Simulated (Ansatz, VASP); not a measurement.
## Al3B2P: VASP beside Ansatz

```
CELL_PARAMETERS angstrom
3.85597 -4.34922 0.00000
3.85597 4.34922 0.00000
0.00000 0.00000 3.64596
ATOMIC_POSITIONS crystal
Al 0.82759 0.17241 0.50000
Al 0.17241 0.82759 0.50000
Al 0.50000 0.50000 0.50000
B 0.00000 0.50000 0.50000
B 0.50000 0.00000 0.50000
P 0.00000 0.00000 0.00000
```

Alike in both runs: functional PBE; k mesh 4 × 4 × 6; occupations gaussian, width 0.1 eV; no spin polarisation.

Ansatz relaxed the structure, and its values are those at the end. VASP's run is a single point on that final structure, the one shown.

```csv
,VASP,Ansatz
version,VASP 6.6.1,Ansatz 0.2.0
potentials or method,"VASP PAW PBE potentials, release 64 (Al, B, P)","scalar-relativistic, plane waves, PAW"
plane-wave cutoff (eV),520,420
valence electrons in the cell,20,20
```

|  | VASP | Ansatz | Ansatz less VASP |
| --- | --- | --- | --- |
| gap on the k mesh at the Fermi level (eV) | none | none | - |
| pressure (GPa) | 0.0 | 0.0 | +0.05 |
| rms of the force components (eV/Å) | 0.002 | 0.005 | +0.0032 |

A gap of «none» marks a metal or a gap that the smearing closes.
